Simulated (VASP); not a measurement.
An input for Quantum ESPRESSO's pw.x (written as the equivalent of a VASP run, and not itself run):

```
&CONTROL
  calculation = 'vc-relax'
  pseudo_dir = './pseudo'
  outdir = './out'
  tprnfor = .true.
  tstress = .true.
  nstep = 30
  forc_conv_thr = 0.00039
/
&SYSTEM
  ibrav = 0
  nat = 2
  ntyp = 2
  ecutwfc = 84
  occupations = 'smearing'
  smearing = 'methfessel-paxton'
  degauss = 0.00735
  input_dft = 'rpbe'
/
&ELECTRONS
  conv_thr = 7.3e-09
  electron_maxstep = 100
/
&IONS
/
&CELL
  cell_dofree = 'shape'
/
ATOMIC_SPECIES
  Ti 47.867 Ti.upf
  Al 26.982 Al.upf
CELL_PARAMETERS angstrom
     2.7897215    0.0000000    0.0000000
     0.0000000    2.7897215    0.0000000
     0.0000000    0.0000000    4.0112971
ATOMIC_POSITIONS crystal
  Ti   0.0000000  0.0000000  0.0000000
  Al   0.5000000  0.5000000  0.5000000
K_POINTS automatic
  13 13 9 0 0 0
```

**Question.** Translate this input to VASP (INCAR, KPOINTS, POSCAR, choice of POTCAR).

**Answer.** One answer among several that fit: 
### KPOINTS
```
Automatic mesh
0
Gamma
13 13 9
0 0 0
```

**POSCAR**
```
TiAl
1
    2.7897214753     0.0000000000     0.0000000000
    0.0000000000     2.7897214753     0.0000000000
    0.0000000000     0.0000000000     4.0112970743
Ti Al
1 1
Direct
  0.0000000000   0.0000000000   0.0000000000
  0.5000000000   0.5000000000   0.5000000000
```

**INCAR**
```
ALGO  =  Normal
EDIFF  =  1E-7
EDIFFG  =  -0.01
ENCUT  =  520
GGA  =  RP
IBRION  =  2
ISIF  =  4
ISMEAR  =  1
LASPH  =  T
LCHARG  =  F
LMAXMIX  =  4
LREAL  =  F
LWAVE  =  F
NELM  =  100
NSW  =  30
PREC  =  Accurate
SIGMA  =  0.1
SYSTEM  =  TiAl
```

POTCAR, in this order: Ti_sv Al (PBE.64 set). Program: vasp_std.

Limits of the translation: the potentials are each code's own (VASP's PAW set, PseudoDojo norm-conserving files in pw.x), so ENCUT and ecutwfc are chosen apart and not converted; conv_thr bounds pw.x's estimated SCF error, while EDIFF bounds the energy change between steps; forc_conv_thr acts on force components and is met together with etot_conv_thr.

The compound is TiAl in the L1_0 structure. This cell is one point of a volume scan, at 0.94 of the reference volume.
